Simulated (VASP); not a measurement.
# A VASP study of AgCl (Chlorargyrite) (SCAN): structure first, properties next, part 4 of 5

What structure does AgCl (Chlorargyrite) take at this level, and what are its properties? The start is a cell from a database of measured crystal structures.

VASP 6.6.1; SCAN; plane waves and PAW (Ag, Cl).

So far, gap on the k-mesh (eV): step 2 (relaxing cell and atoms (SCAN)) 1.41; step 6 (density of states (SCAN)) 1.33; step 7 (volume scan with SCAN, volume scale 0.94) 1.44; step 8 (volume scan with SCAN, volume scale 0.96) 1.43.

The database entry behind the starting cell differs from later determinations by our own check (an axis about 1.4 % short against later determinations), so it need not match the best structure at ambient conditions.

## (12) Volume scan with SCAN, volume scale 1.04

INCAR reads:

```
SYSTEM = AgCl
PREC = Accurate
ENCUT = 400
EDIFF = 1E-06
NELM = 100
ISMEAR = 0
SIGMA = 0.05
LREAL = .FALSE.
ALGO = Normal
METAGGA = SCAN
LASPH = .TRUE.
NBANDS = 15
LORBIT = 11
LWAVE = .FALSE.
LCHARG = .FALSE.
KPAR = 2
ISIF = 2
```

POSCAR reads:

```
AgCl
1.0
    0.0000000000      2.7941085756      2.7941085756
    2.7941085756      0.0000000000      2.7941085756
    2.7941085756      2.7941085756      0.0000000000
Ag Cl
1 1
Direct
    0.0000000000      0.0000000000      0.0000000000
    0.5000000000      0.5000000000      0.5000000000
```

KPOINTS reads:

```
Automatic mesh
0
Gamma
7 7 7
0 0 0
```

PAW data sets: Ag and Cl (PBE family, release 64).

Run with:

```
> mpirun -np 2 vasp_std
```

What it wrote:

```text
[... set-up lines as in an earlier step ...]
 entering main loop
       N       E                     dE             d eps       ncg     rms          rms(c)
DAV:   1     0.425842006287E+02    0.42584E+02   -0.77833E+03   640   0.883E+02
DAV:   2    -0.429438085601E+02   -0.85528E+02   -0.78400E+02   691   0.206E+02
DAV:   3    -0.457645633553E+02   -0.28208E+01   -0.28141E+01   761   0.404E+01
DAV:   4    -0.457828527581E+02   -0.18289E-01   -0.18288E-01   754   0.355E+00
[...]
DAV:  13    -0.404221100611E+02   -0.14742E-03   -0.11598E-04   691   0.144E-01    0.189E-02
DAV:  14    -0.404220802981E+02    0.29763E-04   -0.85953E-06   691   0.462E-02    0.423E-03
DAV:  15    -0.404220810304E+02   -0.73233E-06   -0.65097E-07   440   0.823E-03
   1 F= -.40422081E+02 E0= -.40422081E+02  d E =-.102982E-19
```

Wall time 15 s (2 MPI ranks of Intel Xeon 6975P-C (Granite Rapids), shared host); peak memory 0.29 GiB.

From OUTCAR (step 12):

```text
  Total       -0.5415628     -0.5415628     -0.5415628      0.0000000      0.0000000     -0.0000000
  in kB      -19.8883870    -19.8883870    -19.8883870      0.0000000      0.0000000     -0.0000000
  external PRESSURE =     -19.8883870 kB  Pullay stress =       0.0000000 kB

 POSITION                                       TOTAL-FORCE (eV/Angst)
 -----------------------------------------------------------------------------------
      0.00000      0.00000      0.00000         0.000000      0.000000      0.000000
      2.79411      2.79411      2.79411        -0.000000     -0.000000     -0.000000
 -----------------------------------------------------------------------------------
    total drift:                                0.000000      0.000000      0.000000

  FREE ENERGIE OF THE ION-ELECTRON SYSTEM (eV)
  ---------------------------------------------------
  free  energy   TOTEN  =       -40.4220810304 eV

  energy  without entropy=      -40.4220810304  energy(sigma->0) =      -40.42208103

[... 1 part as in an earlier step ...]

[... 2 further parts left out ...]
[key lines of the parts left out:]
E-fermi :   3.4586
```

The pressure falls from -1.04 to -1.99 GPa.

The run ends at a pressure of -1.99 GPa.

## (13) Volume scan with SCAN, volume scale 1.06

A prediction first. A parabola through the 6 pressures of evenly scaled cells so far, P = -0.03 -55.4 t +153 t² GPa with t = ln(V/V₁) and V₁ the volume at scale 1, gives -2.74 GPa at t = +0.0583.

INCAR is that of step 12.

POSCAR reads:

```
AgCl
1.0
    0.0000000000      2.8119059253      2.8119059253
    2.8119059253      0.0000000000      2.8119059253
    2.8119059253      2.8119059253      0.0000000000
Ag Cl
1 1
Direct
    0.0000000000      0.0000000000      0.0000000000
    0.5000000000      0.5000000000      0.5000000000
```

KPOINTS is that of step 12.

Run with:

```
> mpirun -np 2 vasp_std
```

What it wrote:

```text
[... set-up lines as in an earlier step ...]
 entering main loop
       N       E                     dE             d eps       ncg     rms          rms(c)
DAV:   1     0.451845306690E+02    0.45185E+02   -0.75255E+03   631   0.878E+02
DAV:   2    -0.427757527751E+02   -0.87960E+02   -0.82384E+02   698   0.205E+02
DAV:   3    -0.457545799662E+02   -0.29788E+01   -0.29688E+01   761   0.410E+01
DAV:   4    -0.457741195940E+02   -0.19540E-01   -0.19538E-01   726   0.359E+00
[...]
DAV:  13    -0.404115925739E+02   -0.14801E-03   -0.12223E-04   705   0.147E-01    0.189E-02
DAV:  14    -0.404115652679E+02    0.27306E-04   -0.81888E-06   726   0.447E-02    0.465E-03
DAV:  15    -0.404115659211E+02   -0.65316E-06   -0.63981E-07   419   0.853E-03
   1 F= -.40411566E+02 E0= -.40411566E+02  d E =-.885527E-14
```

Elapsed: 15 s, on 2 MPI ranks; peak memory 0.29 GiB; 27 s of CPU time.

Parts of OUTCAR (step 13):

```text
  Total       -0.7736602     -0.7736602     -0.7736602      0.0000000     -0.0000000      0.0000000
  in kB      -27.8758749    -27.8758749    -27.8758749      0.0000000     -0.0000000      0.0000000
  external PRESSURE =     -27.8758749 kB  Pullay stress =       0.0000000 kB

 POSITION                                       TOTAL-FORCE (eV/Angst)
 -----------------------------------------------------------------------------------
      0.00000      0.00000      0.00000         0.000000      0.000000      0.000000
      2.81191      2.81191      2.81191        -0.000000     -0.000000     -0.000000
 -----------------------------------------------------------------------------------
    total drift:                                0.000000      0.000000      0.000000

  FREE ENERGIE OF THE ION-ELECTRON SYSTEM (eV)
  ---------------------------------------------------
  free  energy   TOTEN  =       -40.4115659211 eV

  energy  without entropy=      -40.4115659211  energy(sigma->0) =      -40.41156592

[... 1 part as in an earlier step ...]

[... 2 further parts left out ...]
[key lines of the parts left out:]
E-fermi :   3.1631
```

The pressure falls from -1.99 to -2.79 GPa. The parabola predicted -2.74 GPa, +0.05 GPa off.

## (14) Comparing the runs

Times are for 2 MPI ranks of Intel Xeon 6975P-C (Granite Rapids), shared host. The runs compared:

```
no.  volume scale  energy above the lowest point (meV/atom)  pressure (GPa)  gap on the k-mesh (eV)  time  memory (GiB)
  1          0.94                                     17.81           3.999                   1.442  17 s          0.29
  2          0.96                                      8.32           2.485                   1.429  14 s           0.3
  3          0.98                                      2.54           1.116                   1.419  14 s          0.29
  4             1                                         0       -0.007552                   1.412  14 s          0.29
  5          1.02                                      0.32          -1.036                   1.408  14 s           0.3
  6          1.04                                      3.25          -1.989                   1.406  15 s          0.29
  7          1.06                                       8.5          -2.788                   1.407  15 s          0.29
```

## (15) Fit for SCAN

This step: Birch-Murnaghan fit, SCAN; plane waves and PAW (VASP 6.6.1).

Derived from the runs above.

This step gave:

```yaml
pressure_derivative_of_the_bulk_modulus: 4.803
r_m_s_error_of_the_fit: 1.20e-5 eV/atom
minimum_inside_the_sampled_range: yes
bulk_modulus: 53.41 GPa
equilibrium_volume_of_the_fit: 21.13 Å³/atom
```

The energy above the fitted minimum by volume:

```
volume (Å³/atom)  energy above the fitted minimum (eV/atom)
           19.72                                     0.0180
           20.14                                    0.00854
           20.56                                    0.00275
           20.97                                     2.1e-4
           21.39                                     5.3e-4
           21.81                                    0.00346
           22.23                                    0.00871
```

The fitted volume lies +0.74 % from the relaxed one. At a finite cutoff and mesh the minimum of the energy and the zero of the stress don't quite coincide, and the relaxation stops at a threshold.

(Continued in part 5 of 5.)

[Lines on the potential files, build, host, timing and source positions are cut from VASP's logs without a mark.]

[Logs are printed without paths, hosts, clocks, repeated set-up lines and the standing remarks that a program may print on its own settings, such as how far it seeks lower states.]

[Hosts, paths, dates, database ids (printed as entryN), source tags and the programs' standing remarks are cut or masked in the printed files.]

[A measured line is paired with the nearest computed mode of its activity, which favours agreement.]
